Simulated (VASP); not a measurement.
Consider the following.

```
BP
1.0
    0.00000     2.31043     2.31043
    2.31043     0.00000     2.31043
    2.31043     2.31043     0.00000
B P
1 1
Direct
  0.00000   0.00000   0.00000
  0.25000   0.25000   0.25000
```

All values below come from r2SCAN meta-GGA, VASP's PBE PAW potentials (set 64) (plane waves; VASP). Run with 520 eV cut-off, 10×10×10 Γ-centred mesh, Gaussian smearing of 0.050 eV, potentials B P.

Problem. The job: BP (zinc blende), 2 atoms, r2SCAN, static run, 520 eV, 10×10×10 Γ-centred mesh. Roughly how much core time does it take on a busy server core?

Solution. About 20 core-seconds (one run on a shared machine, a rough figure). It had 47 irreducible k-points, 8 bands, up to 678 plane waves and 20 electronic steps.

The compound is BP in the zinc blende structure. This cell is one point of a volume scan, at 1.06 of the reference volume.
